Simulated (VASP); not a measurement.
A run of VASP 6.6.1 is set up as follows.

INCAR

```
ALGO = Fast ; EDIFF = 1E-7
ENCUT = 520 ; GGA = PE
ISIF = 2 ; ISMEAR = -1
LASPH = True ; LCHARG = True
LELF = True ; LREAL = Auto
LVHAR = True ; LWAVE = False
NBANDS = 250 ; NELECT = 438.0
NELM = 100 ; PREC = Accurate
SIGMA = 0.01
```

File KPOINTS:

```
k-points
0
Gamma
  2 2 2
```

POSCAR

```
MgCu31O16
1.0
    8.5200000000      0.0000000000      0.0000000000
    0.0000000000      8.5200000000      0.0000000000
    0.0000000000      0.0000000000      8.5200000000
Mg Cu O
1 31 16
Direct
    0.1250000000      0.1250000000      0.1250000000
    0.1250000000      0.1250000000      0.6250000000
    0.1250000000      0.6250000000      0.1250000000
    0.1250000000      0.6250000000      0.6250000000
    0.6250000000      0.1250000000      0.1250000000
    0.6250000000      0.1250000000      0.6250000000
    0.6250000000      0.6250000000      0.1250000000
    0.6250000000      0.6250000000      0.6250000000
    0.1301953594      0.3792847882      0.3792847882
    0.1250000000      0.3756023648      0.8743976352
    0.1250000000      0.8743976352      0.3756023648
    0.1198046406      0.8707152118      0.8707152118
    0.6273464989      0.3759165020      0.3759165020
    0.6250000000      0.3761139833      0.8738860167
    0.6250000000      0.8738860167      0.3761139833
    0.6226535011      0.8740834980      0.8740834980
    0.3792847882      0.3792847882      0.1301953594
    0.3759165020      0.3759165020      0.6273464989
    0.3756023648      0.8743976352      0.1250000000
    0.3761139833      0.8738860167      0.6250000000
    0.8743976352      0.3756023648      0.1250000000
    0.8738860167      0.3761139833      0.6250000000
    0.8707152118      0.8707152118      0.1198046406
    0.8740834980      0.8740834980      0.6226535011
    0.3792847882      0.1301953594      0.3792847882
    0.3756023648      0.1250000000      0.8743976352
    0.3759165020      0.6273464989      0.3759165020
    0.3761139833      0.6250000000      0.8738860167
    0.8743976352      0.1250000000      0.3756023648
    0.8707152118      0.1198046406      0.8707152118
    0.8738860167      0.6250000000      0.3761139833
    0.8740834980      0.6226535011      0.8740834980
   -0.0034896772     -0.0034896772     -0.0034896772
    0.0003700342      0.0003700342      0.4987885567
    0.0003700342      0.4987885567      0.0003700342
   -0.0005406487      0.5007687604      0.5007687604
    0.4987885567      0.0003700342      0.0003700342
    0.5007687604     -0.0005406487      0.5007687604
    0.5007687604      0.5007687604     -0.0005406487
    0.4998452601      0.4998452601      0.4998452601
    0.2534896772      0.2534896772      0.2534896772
    0.2496299658      0.2496299658      0.7512114433
    0.2496299658      0.7512114433      0.2496299658
    0.2505406487      0.7492312396      0.7492312396
    0.7512114433      0.2496299658      0.2496299658
    0.7492312396      0.2505406487      0.7492312396
    0.7492312396      0.7492312396      0.2505406487
    0.7501547399      0.7501547399      0.7501547399
```

Potentials or basis: VASP PAW PBE potentials, release 64 (Mg, Cu, O).

Command:

```console
$ cat potpaw_PBE.64/Mg/POTCAR potpaw_PBE.64/Cu/POTCAR potpaw_PBE.64/O/POTCAR > POTCAR
$ mpirun -np 1 vasp_std > vasp.out
```

(1) Predict the largest force.

(2) Predict the band gap on the k mesh.

## Answers

(1) 0.101 eV/Å.

(2) 0.48 eV, direct.

Caveat: the cell carries a net charge on a neutralising background, which shifts energy and pressure; the cell is charged against a uniform background, so pressure and absolute levels hang on convention.
